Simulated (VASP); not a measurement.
# Ga3BiO4 (P4mm) in VASP: relaxation of cell and atoms with PBE

Aim: the relaxation of cell and atoms of Ga3BiO4 with PBE.

Program: VASP 6.6.1. These are calculated values, not measurements. Logs are shortened: lines on timing, memory, paths and dates and some standing lists are left out, and cuts for length are marked.

## Step 1: The structure

Symmetry: P4mm, No. 99, tetragonal system. The conventional cell has a = 3.894 Å, b = 3.894 Å, c = 8.049 Å, α = 90.00°, β = 90.00°, γ = 90.00°. Ga (site symmetry 2mm) is surrounded by 1 O at 2.36 Å. Ga (site symmetry 4mm) is surrounded by 4 O at 2.20 Å. Bi (site symmetry 4mm) is surrounded by 4 O at 2.03 Å. O (site symmetry 2mm) has 2 Bi at 2.03 Å as nearest neighbours. O (site symmetry 2mm) has 2 Ga at 2.20 Å as nearest neighbours.

The cell was built by a generator and needn't be a form met in nature.

## Step 2: Relaxation of cell and atoms, PBE

INCAR reads:

```
SYSTEM = Ga3BiO4
PREC     = Normal         ! precision mode
ENCUT    = 520            ! plane-wave cutoff, eV
EDIFF    = 1E-4           ! SCF threshold, eV
ISMEAR   = 0              ! smearing method
SIGMA    = 0.15           ! smearing width, eV
LREAL    = .False.        ! projectors in reciprocal space
LASPH    = .True.         ! aspherical terms in the spheres
NELM     = 60             ! most SCF steps
ALGO     = Fast           ! electronic algorithm
ISIF     = 3              ! what is computed and relaxed
LWAVE    = .False.        ! write WAVECAR
LCHARG   = .False.        ! write CHGCAR
GGA      = PE             ! functional
IBRION   = 2              ! ionic algorithm
NSW      = 24             ! ionic steps
EDIFFG   = -0.08          ! ionic threshold
```

KPOINTS reads:

```
regular mesh
0
Gamma
  4 4 2
  0 0 0
```

POSCAR reads:

```
Ga3BiO4
1.0
    3.8937037200      0.0000000000      0.0000000000
    0.0000000000      3.8937037200      0.0000000000
    0.0000000000      0.0000000000      8.0489640000
Ga Bi O
3 1 4
Direct
    0.0000000000      0.5000000000      0.3760305100
    0.5000000000      0.0000000000      0.3760305100
    0.0000000000      0.0000000000      0.6405889600
    0.0000000000      0.0000000000      0.0093917000
    0.0000000000      0.5000000000      0.0822403700
    0.5000000000      0.0000000000      0.0822403700
    0.0000000000      0.5000000000      0.7676161400
    0.5000000000      0.0000000000      0.7676161400
```

Potentials or basis: VASP PAW PBE potentials, release 64 (Ga_d, Bi_d, O).

Command:

```bash
$ cat potpaw_PBE.64/Ga_d/POTCAR potpaw_PBE.64/Bi_d/POTCAR potpaw_PBE.64/O/POTCAR > POTCAR
$ mpirun -np 1 vasp_std > vasp.out
```

OUTCAR:

```text
SYSTEM = Ga3BiO4
   PREC = Normal
   ENCUT = 520
   EDIFF = 1E-4
   ISMEAR = 0
   LREAL = .False.
   LASPH = .True.
   NELM = 60
   ISIF = 3
   GGA = PE
   IBRION = 2
   NSW = 24
   EDIFFG = -0.08

 ion  position               nearest neighbor table
   1  0.000  0.500  0.376-   5 2.36   2 2.75   2 2.75   2 2.75   2 2.75   3 2.89   3 2.89
   2  0.500  0.000  0.376-   6 2.36   1 2.75   1 2.75   1 2.75   1 2.75   3 2.89   3 2.89
   3  0.000  0.000  0.641-   7 2.20   8 2.20   7 2.20   8 2.20   1 2.89   1 2.89   2 2.89   2 2.89
                             4 2.97
   4  0.000  0.000  0.009-   5 2.03   6 2.03   5 2.03   6 2.03   7 2.75   7 2.75   8 2.75   8 2.75
                             3 2.97
   5  0.000  0.500  0.082-   4 2.03   4 2.03   1 2.36
   6  0.500  0.000  0.082-   4 2.03   4 2.03   2 2.36
   7  0.000  0.500  0.768-   3 2.20   3 2.20   4 2.75   4 2.75
   8  0.500  0.000  0.768-   3 2.20   3 2.20   4 2.75   4 2.75

  LATTYP: Found a simple tetragonal cell.
 ALAT       =     3.8937037200
 C/A-ratio  =     2.0671742328

  Lattice vectors:

 A1 = (   3.8937037200,   0.0000000000,   0.0000000000)
 A2 = (   0.0000000000,   3.8937037200,   0.0000000000)
 A3 = (   0.0000000000,   0.0000000000,   8.0489640000)

Analysis of symmetry for initial positions (statically):
=====================================================================
 Subroutine PRICEL returns:
 Original cell was already a primitive cell.

 Routine SETGRP: Setting up the symmetry group for a
 simple tetragonal supercell.

 Subroutine GETGRP returns: Found  8 space group operations
 (whereof  8 operations were pure point group operations)
 out of a pool of 16 trial point group operations.

The static configuration has the point symmetry C_4v.

Analysis of symmetry for dynamics (positions and initial velocities):
=====================================================================
 Subroutine PRICEL returns:
 Original cell was already a primitive cell.

 Routine SETGRP: Setting up the symmetry group for a
 simple tetragonal supercell.

 Subroutine GETGRP returns: Found  8 space group operations
 (whereof  8 operations were pure point group operations)
 out of a pool of 16 trial point group operations.

The dynamic configuration has the point symmetry C_4v.

 Subroutine INISYM returns: Found  8 space group operations
 (whereof  8 operations are pure point group operations),
 and found     1 'primitive' translations

----------------------------------------------------------------------------------------

                                     Primitive cell

  volume of cell :     122.0298

  direct lattice vectors                    reciprocal lattice vectors
     3.893703720  0.000000000  0.000000000     0.256824882  0.000000000  0.000000000
     0.000000000  3.893703720  0.000000000     0.000000000  0.256824882  0.000000000
     0.000000000  0.000000000  8.048964000     0.000000000  0.000000000  0.124239592

  length of vectors
     3.893703720  3.893703720  8.048964000     0.256824882  0.256824882  0.124239592

  position of ions in fractional coordinates (direct lattice)
     0.000000000  0.500000000  0.376030510
     0.500000000  0.000000000  0.376030510
     0.000000000  0.000000000  0.640588960
     0.000000000  0.000000000  0.009391700
     0.000000000  0.500000000  0.082240370
     0.500000000  0.000000000  0.082240370
     0.000000000  0.500000000  0.767616140
     0.500000000  0.000000000  0.767616140

  ion indices of the primitive-cell ions
   primitive index   ion index
                 1           1
                 2           2
                 3           3
                 4           4
                 5           5
                 6           6
                 7           7
                 8           8

----------------------------------------------------------------------------------------

 KPOINTS: regular mesh

Automatic generation of k-mesh.
 Grid dimensions read from file:
 generate k-points for:    4    4    2

 Generating k-lattice:

  Cartesian coordinates                     Fractional coordinates (reciprocal lattice)
     0.064206221  0.000000000  0.000000000     0.250000000  0.000000000  0.000000000
     0.000000000  0.064206221  0.000000000     0.000000000  0.250000000  0.000000000
     0.000000000  0.000000000  0.062119796     0.000000000  0.000000000  0.500000000

  Length of vectors
     0.064206221  0.064206221  0.062119796

  Shift w.r.t. Gamma in fractional coordinates (k-lattice)
     0.000000000  0.000000000  0.000000000

 Subroutine IBZKPT returns following result:
 ===========================================

 Found     12 irreducible k-points:

 Following reciprocal coordinates:
            Coordinates               Weight
  0.000000  0.000000  0.000000      1.000000
  0.250000  0.000000  0.000000      4.000000
  0.500000  0.000000  0.000000      2.000000
  0.250000  0.250000  0.000000      4.000000
  0.500000  0.250000  0.000000      4.000000
  0.500000  0.500000  0.000000      1.000000
  0.000000  0.000000  0.500000      1.000000
  0.250000  0.000000  0.500000      4.000000
  0.500000  0.000000  0.500000      2.000000
  0.250000  0.250000  0.500000      4.000000
  0.500000  0.250000  0.500000      4.000000
  0.500000  0.500000  0.500000      1.000000
   k-points           NKPTS =     12   k-points in BZ     NKDIM =     12   number of bands    NBANDS=     46
   number of dos      NEDOS =    301   number of ions     NIONS =      8
   total plane-waves  NPLWV =  27648
   dimension x,y,z NGX =    24 NGY =   24 NGZ =   48
   dimension x,y,z NGXF=    48 NGYF=   48 NGZF=   96
   ions per type =               3   1   4
   NGX,Y,Z   is equivalent  to a cutoff of  10.25, 10.25,  9.91 a.u.
   NGXF,Y,Z  is equivalent  to a cutoff of  20.49, 20.49, 19.83 a.u.
 SYSTEM =  Ga3BiO4
   PREC   = normal    normal or accurate (medium, high low for compatibility)
   ISTART =      0    job   : 0-new  1-cont  2-samecut
   ICHARG =      2    charge: 1-file 2-atom 10-const
   ISPIN  =      1    spin polarized calculation?
   LNONCOLLINEAR =      F non collinear calculations
   LSORBIT =      F    spin-orbit coupling
   LASPH  =      T    aspherical Exc in radial PAW
   ENCUT  =  520.0 eV  38.22 Ry    6.18 a.u.   7.24  7.24 14.97*2*pi/ulx,y,z
   NELM   =     60;   NELMIN=  2; NELMDL= -5     # of ELM steps
   EDIFF  = 0.1E-03   stopping-criterion for ELM
   LREAL  =      F    real-space projection
   EDIFFG = -.8E-01   stopping-criterion for IOM
   NSW    =     24    number of steps for IOM
   IBRION =      2    ionic relax: 0-MD 1-quasi-New 2-CG
   NFREE  =      1    steps in history (QN), initial steepest desc. (CG)
   ISIF   =      3    stress and relaxation
   ISYM   =      2    0-nonsym 1-usesym 2-fastsym
   POTIM  = 0.5000    time-step for ionic-motion
   TEBEG  =    0.0;   TEEND  =   0.0 temperature during run
   PSTRESS=    0.0 pullay stress
   NELECT =      78.0000    total number of electrons
   NUPDOWN=      -1.0000    fix difference up-down
   EMIN   =  10.00;   EMAX   =-10.00  energy-range for DOS
   EFERMI =   0.00;   METHOD = LEGACY
   ISMEAR =     0;   SIGMA  =   0.15  broadening in eV -4-tet -1-fermi 0-gaus
   EFERMI_NEDOS =   21; number of points for ismear=-14 and -15
   IALGO  =     68    algorithm
   IMIX   =      4    mixing-type and parameters
     AMIX     =   0.40;   BMIX     =  1.00
     AMIX_MAG =   1.60;   BMIX_MAG =  1.00
  volume/ion in A,a.u.               =      15.25       102.94
  Fermi-wavevector in a.u.,A,eV,Ry     =   1.410212  2.664914 27.057881  1.988698
  Thomas-Fermi vector in A             =   2.532189
   LORBIT       =      0    0 simple, 1 ext, 2 COOP (PROOUT), +10 PAW based schemes
   GGA     = PE    functional components
   LHFCALC =     F    Hartree Fock is set to
   AEXX    =    0.0000 exact exchange contribution
   IVDW    =     0    specifies the selected vdW correction
   LEPSILON=     F    determine dielectric tensor
   LRPA    =     F    only Hartree local field effects (RPA)
 conjugate gradient relaxation of ions
 non-spin polarized calculation
 RMM-DIIS sequential band-by-band and
 Gauss-broadening in eV      SIGMA  =   0.15
  energy-cutoff  :      520.00
  volume of cell :      122.03
 maximum number of plane-waves:      3328
   NGX = 15   NGY = 15   NGZ = 29

--------------------------------------- Ionic step        1  -------------------------------------------

 number of electron      77.9999834 magnetization

 Free energy of the ion-electron system (eV)
  ---------------------------------------------------
  ext. energy  EPLUGINS =         0.00000000
  ---------------------------------------------------
  free energy    TOTEN  =       -34.21946445 eV

  energy without entropy =      -34.14936648  energy(sigma->0) =      -34.18441546

------------------------ aborting loop because EDIFF is reached ----------------------------------------

  FORCE on cell =-STRESS in cart. coord.  units (eV):
  Direction    XX          YY          ZZ          XY          YZ          ZX
  --------------------------------------------------------------------------------------
  -------------------------------------------------------------------------------------
  Total        4.8408240      4.8408240     -1.0970504      0.0000000     -0.0000000      0.0000000
  in kB       63.5571015     63.5571015    -14.4036103      0.0000000     -0.0000000      0.0000000
  external PRESSURE =      37.5701976 kB  Pullay stress =       0.0000000 kB
[... 107 lines left out ...]
  FREE ENERGIE OF THE ION-ELECTRON SYSTEM (eV)
  ---------------------------------------------------
  free  energy   TOTEN  =       -36.4150789157 eV

  energy  without entropy=      -36.3450409077  energy(sigma->0) =      -36.38005991

[... ionic steps 4 to 17 ...]

--------------------------------------- Ionic step       18  -------------------------------------------

 number of electron      78.0000026 magnetization

------------------------ aborting loop because EDIFF is reached ----------------------------------------

  FORCE on cell =-STRESS in cart. coord.  units (eV):
  Direction    XX          YY          ZZ          XY          YZ          ZX
  --------------------------------------------------------------------------------------
  -------------------------------------------------------------------------------------
  Total       -0.2415549     -0.2415549     -0.6560376      0.0000000      0.0000000      0.0000000
  in kB       -2.9727951     -2.9727951     -8.0737987      0.0000000      0.0000000      0.0000000
  external PRESSURE =      -4.6731297 kB  Pullay stress =       0.0000000 kB
[... 69 lines left out ...]
  energy  without entropy=      -38.2311730841  energy(sigma->0) =      -38.25633086

--------------------------------------- Ionic step       20  -------------------------------------------

 number of electron      78.0000009 magnetization

 Free energy of the ion-electron system (eV)
  ---------------------------------------------------
  ext. energy  EPLUGINS =         0.00000000
  ---------------------------------------------------
  free energy    TOTEN  =       -38.28719524 eV

  energy without entropy =      -38.23679948  energy(sigma->0) =      -38.26199736

 E-fermi :   3.5860     XC(G=0): -10.0494

 val. band max:        3.5730675616   @ k =   0.5000   0.2500   0.0000
 cond. band min:       3.5870935012   @ k =   0.2500   0.2500   0.0000
 fundamental gap:      0.0140259396
 Fermi energy:         3.5859716092

 k-point     1 :       0.0000    0.0000    0.0000
  band No.  band energies     occupation
      1     -19.4575      2.00000
      2     -19.2505      2.00000
      3     -19.2161      2.00000
      4     -19.2161      2.00000
      5     -19.1108      2.00000
      6     -15.5796      2.00000
[... 612 lines left out ...]
  FREE ENERGIE OF THE ION-ELECTRON SYSTEM (eV)
  ---------------------------------------------------
  free  energy   TOTEN  =       -38.2871952392 eV

  energy  without entropy=      -38.2367994780  energy(sigma->0) =      -38.26199736

 reached required accuracy - stopping structural energy minimisation
```

Run time: 4 min. Hardware: 1 thread of Intel Xeon 6975P-C (Granite Rapids), shared host; peak memory 0.22 GiB.

Results:

```
Free energy                            : -38.2872 eV
Relaxed volume                         : 16.33 Å³/atom
Relaxed cell                           : a = 3.840 Å, b = 3.840 Å, c = 8.859 Å, α = 90.00°, β = 90.00°, γ = 90.00°
Space group after relaxing (to 0.05 Å) : P4mm (No. 99)
Energy gained by relaxing              : 508.5 meV/atom
Ionic steps                            : 20
Pressure after relaxing                : -0.7 GPa
Largest force after relaxing           : 0.078 eV/Å
Band gap on the k mesh                 : none (metal or under the smearing width)
```

Forces on the atoms (eV/Å):
```
Ga   0.000  0.000  0.013
Ga   0.000  0.000  0.013
Ga   0.000  0.000 -0.063
Bi   0.000  0.000  0.075
O    0.000  0.000  0.059
O    0.000  0.000  0.059
O    0.000  0.000 -0.078
O    0.000  0.000 -0.078
```

The path:
```tsv
step	energy change (eV)	largest force (eV/Å)	pressure (GPa)	volume (Å³)
1	0.0000	4.2218	3.76	122.03
2	-2.1095	2.3127	-4.46	128.40
3	-2.1956	2.6002	-5.26	129.75
4	-3.1561	2.8298	0.97	122.65
5	-3.1604	2.8937	0.32	123.06
6	-3.7548	0.6870	2.76	120.84
7	-3.7580	0.8401	3.12	120.60
8	-3.8700	0.8180	-1.17	125.60
9	-3.8702	0.8514	-0.95	125.50
10	-3.9653	0.6968	-0.62	126.59
11	-4.0160	0.7254	-0.08	127.88
12	-4.0199	0.7248	-0.15	128.26
13	-4.0509	0.5174	1.01	128.86
14	-4.0575	0.1121	0.62	128.69
15	-4.0575	0.1779	0.65	128.70
16	-4.0614	0.2146	-0.35	130.44
17	-4.0620	0.1685	-0.12	130.00
18	-4.0618	0.2021	-0.47	130.19
19	-4.0620	0.1740	-0.20	130.07
20	-4.0677	0.0781	-0.65	130.62
```

Final structure:
```cif
data_structure
_symmetry_space_group_name_H-M 'P 1'
_symmetry_Int_Tables_number 1
_cell_length_a 3.8400
_cell_length_b 3.8400
_cell_length_c 8.8585
_cell_angle_alpha 90.000
_cell_angle_beta 90.000
_cell_angle_gamma 90.000
_cell_volume 130.62
loop_
_atom_site_label
_atom_site_type_symbol
_atom_site_fract_x
_atom_site_fract_y
_atom_site_fract_z
_atom_site_occupancy
Ga1 Ga 0.00000 0.50000 0.36289 1
Ga2 Ga 0.50000 0.00000 0.36289 1
Ga3 Ga 0.00000 0.00000 0.67733 1
Bi1 Bi 0.00000 0.00000 0.02140 1
O1 O 0.00000 0.50000 0.14066 1
O2 O 0.50000 0.00000 0.14066 1
O3 O 0.00000 0.50000 0.69795 1
O4 O 0.50000 0.00000 0.69795 1
```

Caveat: the k mesh is coarse (spacing up to 0.40 Å⁻¹), so the values aren't converged; spin-orbit coupling is left out, which moves the levels of the heavy elements; the relaxation stopped at a loose force limit of 0.08 eV/Å, so its end isn't a converged minimum.
